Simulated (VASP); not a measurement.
# Cd3Br (P1) in VASP: single point with r2SCAN

Aim: the single point of Cd3Br with r2SCAN.

Program: VASP 6.6.1. These are calculated values, not measurements. Logs are shortened: lines on timing, memory, paths and dates and some standing lists are left out, and cuts for length are marked.

## (1) The crystal as given

The typed cell holds 4 atoms: a = 4.482 Å, b = 4.494 Å, c = 4.496 Å, α = 89.76°, β = 89.79°, γ = 89.72°.

The cell was built by a generator and needn't be a form met in nature.

## (2) Single point, r2SCAN

Input file POSCAR:

```
Cd3Br
1.0
    4.4822754700      0.0107949100      0.0081801300
    0.0107949100      4.4942734100      0.0092571000
    0.0081801300      0.0092571000      4.4960421400
Cd Br
3 1
Direct
    0.9897780000      0.4919290000      0.4997030000
    0.5021600000      0.9913140000      0.4990410000
    0.5039270000      0.5004820000      0.9839260000
    0.0073330000      0.0017060000      0.9938560000
```

Input file INCAR.step1:

```
PREC     = Accurate       # precision mode
ENCUT    = 520            # plane-wave cutoff, eV
ISMEAR   = -1             # smearing method
SIGMA    = 0.1            # smearing width, eV
LREAL    = F              # projectors in reciprocal space
LASPH    = T              # aspherical terms in the spheres
NELM     = 100            # most SCF steps
NBANDS   = 30             # bands
GGA      = PE             # functional
ALGO     = Normal         # electronic algorithm
EDIFF    = 1E-4           # SCF threshold, eV
LWAVE    = T              # write WAVECAR
LCHARG   = F              # write CHGCAR
```

Input file INCAR.step2:

```
PREC     = Accurate       # precision mode
ENCUT    = 520            # plane-wave cutoff, eV
EDIFF    = 1E-6           # SCF threshold, eV
ISMEAR   = -1             # smearing method
SIGMA    = 0.1            # smearing width, eV
LREAL    = F              # projectors in reciprocal space
LASPH    = T              # aspherical terms in the spheres
NELM     = 100            # most SCF steps
ALGO     = Normal         # electronic algorithm
ISIF     = 2              # what is computed and relaxed
LWAVE    = F              # write WAVECAR
LCHARG   = F              # write CHGCAR
METAGGA  = R2SCAN         # meta-GGA
LMIXTAU  = T            
NBANDS   = 30             # bands
ISTART   = 1
```

Input file KPOINTS:

```
Automatic mesh
0
Gamma
  4 4 4
  0 0 0.5
```

Potentials or basis: VASP PAW PBE potentials, release 64 (Cd, Br).

Launch:

```console
cat potpaw_PBE.64/Cd/POTCAR potpaw_PBE.64/Br/POTCAR > POTCAR
cp INCAR.step1 INCAR
mpirun -np 1 vasp_std > vasp.out
cp INCAR.step2 INCAR
mpirun -np 1 vasp_std > vasp.out
```

OUTCAR:

```text
PREC = Accurate
   ENCUT = 520
   EDIFF = 1E-6
   ISMEAR = -1
   LREAL = F
   LASPH = T
   NELM = 100
   ISIF = 2
   METAGGA = R2SCAN
   ISTART = 1

 ion  position               nearest neighbor table
   1  0.990  0.492  0.500-   3 3.07   4 3.12   2 3.13   2 3.14   4 3.17   3 3.18   3 3.19   4 3.20
                             2 3.21   2 3.22   4 3.22   3 3.26
   2  0.502  0.991  0.499-   3 3.10   1 3.13   4 3.14   1 3.14   3 3.17   4 3.18   4 3.18   4 3.20
                             3 3.20   1 3.21   1 3.22   3 3.25
   3  0.504  0.500  0.984-   1 3.07   2 3.10   4 3.16   4 3.17   2 3.17   4 3.17   1 3.18   1 3.19
                             4 3.20   2 3.20   2 3.25   1 3.26
   4  0.007  0.002  0.994-   1 3.12   2 3.14   3 3.16   3 3.17   3 3.17   1 3.17   2 3.18   2 3.18
                             3 3.20   1 3.20   2 3.20   1 3.22

  LATTYP: Found a triclinic cell.
 ALAT       =     4.4942959079
 B/A-ratio  =     1.4115719940
 C/A-ratio  =     1.7379831532
 COS(alpha) =     0.0001529911
 COS(beta)  =     0.5805152876
 COS(gamma) =     0.7055080110

  Lattice vectors:

 A1 = (  -0.0107949100,  -4.4942734100,  -0.0092571000)
 A2 = (  -0.0026147800,  -4.4850163100,   4.4867850400)
 A3 = (  -4.5012505100,  -4.5143254200,  -4.5134793700)

Analysis of symmetry for initial positions (statically):
=====================================================================
 Subroutine PRICEL returns:
 Original cell was already a primitive cell.

 Routine SETGRP: Setting up the symmetry group for a
 triclinic supercell.

 Subroutine GETGRP returns: Found  1 space group operations
 (whereof  1 operations were pure point group operations)
 out of a pool of  2 trial point group operations.

The static configuration has the point symmetry C_1 .

Analysis of symmetry for dynamics (positions and initial velocities):
=====================================================================
 Subroutine PRICEL returns:
 Original cell was already a primitive cell.

 Routine SETGRP: Setting up the symmetry group for a
 triclinic supercell.

 Subroutine GETGRP returns: Found  1 space group operations
 (whereof  1 operations were pure point group operations)
 out of a pool of  2 trial point group operations.

The dynamic configuration has the point symmetry C_1 .

 Subroutine INISYM returns: Found  1 space group operations
[... 97 lines left out ...]
   LSORBIT =      F    spin-orbit coupling
   LASPH  =      T    aspherical Exc in radial PAW
   ENCUT  =  520.0 eV  38.22 Ry    6.18 a.u.   8.33  8.36  8.36*2*pi/ulx,y,z
   NELM   =    100;   NELMIN=  2; NELMDL=  0     # of ELM steps
   EDIFF  = 0.1E-05   stopping-criterion for ELM
   LREAL  =      F    real-space projection
   EDIFFG = 0.1E-04   stopping-criterion for IOM
   NSW    =      0    number of steps for IOM
   IBRION =     -1    ionic relax: 0-MD 1-quasi-New 2-CG
   NFREE  =      0    steps in history (QN), initial steepest desc. (CG)
   ISIF   =      2    stress and relaxation
   ISYM   =      2    0-nonsym 1-usesym 2-fastsym
   POTIM  = 0.5000    time-step for ionic-motion
   TEBEG  =    0.0;   TEEND  =   0.0 temperature during run
   PSTRESS=    0.0 pullay stress
   NELECT =      43.0000    total number of electrons
   NUPDOWN=      -1.0000    fix difference up-down
   EMIN   =  10.00;   EMAX   =-10.00  energy-range for DOS
   EFERMI =   0.00;   METHOD = LEGACY
   ISMEAR =    -1;   SIGMA  =   0.10  broadening in eV -4-tet -1-fermi 0-gaus
   EFERMI_NEDOS =   21; number of points for ismear=-14 and -15
   IALGO  =     38    algorithm
   IMIX   =      4    mixing-type and parameters
     AMIX     =   0.40;   BMIX     =  1.00
     AMIX_MAG =   1.60;   BMIX_MAG =  1.00
  volume/ion in A,a.u.               =      22.64       152.80
  Fermi-wavevector in a.u.,A,eV,Ry     =   1.277135  2.413435 22.192103  1.631074
  Thomas-Fermi vector in A             =   2.409752
   LORBIT       =      0    0 simple, 1 ext, 2 COOP (PROOUT), +10 PAW based schemes
   METAGGA = R2SCAN    functional components
   LHFCALC =     F    Hartree Fock is set to
   AEXX    =    0.0000 exact exchange contribution
   IVDW    =     0    specifies the selected vdW correction
   LEPSILON=     F    determine dielectric tensor
   LRPA    =     F    only Hartree local field effects (RPA)
 non-spin polarized calculation
  energy-cutoff  :      520.00
  volume of cell :       90.57
 maximum number of plane-waves:      2462
 NGX is ok and might be reduce to    36
   NGX = 17   NGY = 17   NGZ = 17

 number of electron      43.0000006 magnetization

 Free energy of the ion-electron system (eV)
  ---------------------------------------------------
  ext. energy  EPLUGINS =         0.00000000
  ---------------------------------------------------
  free energy    TOTEN  =       -73.33467875 eV

  energy without entropy =      -73.28856246  energy(sigma->0) =      -73.31162060

 E-fermi :   3.2500     XC(G=0): -11.1357

 val. band max:        3.0841601202   @ k =   0.5000   0.5000   0.1250
 cond. band min:       3.2673165906   @ k =  -0.2500   0.2500   0.1250
 fundamental gap:      0.1831564705
 Fermi energy:         3.2500185109

 k-point     1 :      -0.0000    0.0000    0.1250
  band No.  band energies     occupation
      1     -13.8421      2.00000
      2      -6.6015      2.00000
      3      -6.5536      2.00000
      4      -6.5467      2.00000
      5      -6.5230      2.00000
      6      -6.3432      2.00000
[... 781 lines left out ...]
     29      12.1307      0.00000
     30      13.3830      0.00000

 [... further k-points ...]

------------------------ aborting loop because EDIFF is reached ----------------------------------------

  FORCE on cell =-STRESS in cart. coord.  units (eV):
  Direction    XX          YY          ZZ          XY          YZ          ZX
  --------------------------------------------------------------------------------------
  -------------------------------------------------------------------------------------
  Total        3.9572718      3.9333085      3.4930617      0.0356414     -0.0179418     -0.0311947
  in kB       70.0041589     69.5802478     61.7922805      0.6304973     -0.3173902     -0.5518341
  external PRESSURE =      67.1255624 kB  Pullay stress =       0.0000000 kB

 VOLUME and BASIS-vectors are now :
 -----------------------------------------------------------------------------
  energy-cutoff  :      520.00
  volume of cell :       90.57
      direct lattice vectors                 reciprocal lattice vectors
     4.482275470  0.010794910  0.008180130     0.223102996 -0.000535043 -0.000404814
     0.010794910  4.494273410  0.009257100    -0.000535043  0.222507604 -0.000457157
     0.008180130  0.009257100  4.496042140    -0.000404814 -0.000457157  0.222419522

 POSITION                                       TOTAL-FORCE (eV/Angst)
 -----------------------------------------------------------------------------------
      4.44586      2.22617      2.25934         0.049102      0.040874     -0.134343
      2.26560      4.46528      2.25699        -0.038524     -0.001784     -0.125828
      2.27219      2.26385      4.43253        -0.058976     -0.024500      0.101985
      0.04102      0.01695      4.46849         0.048398     -0.014590      0.158186
 -----------------------------------------------------------------------------------
    total drift:                               -0.001963     -0.000895      0.000785

  FREE ENERGIE OF THE ION-ELECTRON SYSTEM (eV)
  ---------------------------------------------------
  free  energy   TOTEN  =       -73.3346787502 eV

  energy  without entropy=      -73.2885624576  energy(sigma->0) =      -73.31162060
```

OSZICAR.step1:

```text
N       E                     dE             d eps       ncg     rms          rms(c)
DAV:   1     0.327835318941E+03    0.32784E+03   -0.21913E+04  1920   0.137E+03
DAV:   2     0.915755666255E+01   -0.31868E+03   -0.30682E+03  2094   0.368E+02
DAV:   3    -0.378530079466E+01   -0.12943E+02   -0.12842E+02  2190   0.758E+01
DAV:   4    -0.384975968700E+01   -0.64459E-01   -0.64425E-01  2112   0.487E+00
DAV:   5    -0.384996859176E+01   -0.20890E-03   -0.20890E-03  2208   0.269E-01    0.111E+01
DAV:   6    -0.362348363223E+01    0.22648E+00   -0.66791E-01  2310   0.625E+00    0.686E+00
DAV:   7    -0.361627635347E+01    0.72073E-02   -0.14404E-01  2154   0.198E+00    0.176E+00
DAV:   8    -0.361417210807E+01    0.21042E-02   -0.23605E-02  2122   0.123E+00    0.248E-01
DAV:   9    -0.361418765799E+01   -0.15550E-04   -0.20967E-03  2148   0.341E-01    0.681E-02
DAV:  10    -0.361422697435E+01   -0.39316E-04   -0.11710E-04  1472   0.101E-01
   1 F= -.36142270E+01 E0= -.35909371E+01  d E =-.465798E-01
```

Run time: 3.2 min. Hardware: 1 thread of AMD EPYC 9R45 (Zen 5), shared host; peak memory 0.22 GiB.

Results:

```
Free energy            : -73.3347 eV
Pressure               : 6.7 GPa
Largest force          : 0.166 eV/Å
Band gap on the k mesh : none (metal or under the smearing width)
```

Forces on the atoms (eV/Å):
```
Cd   0.049  0.041 -0.134
Cd  -0.039 -0.002 -0.126
Cd  -0.059 -0.025  0.102
Br   0.048 -0.015  0.158
```

Stress tensor (GPa, compression positive):
```
 7.00  0.06 -0.06
 0.06  6.96 -0.03
-0.06 -0.03  6.18
```

Caveat: the PAW data sets were made with another functional, which shifts forces and pressure a little; an odd number of electrons without spin polarisation forces a metal; a magnetic or distorted state may lie lower.
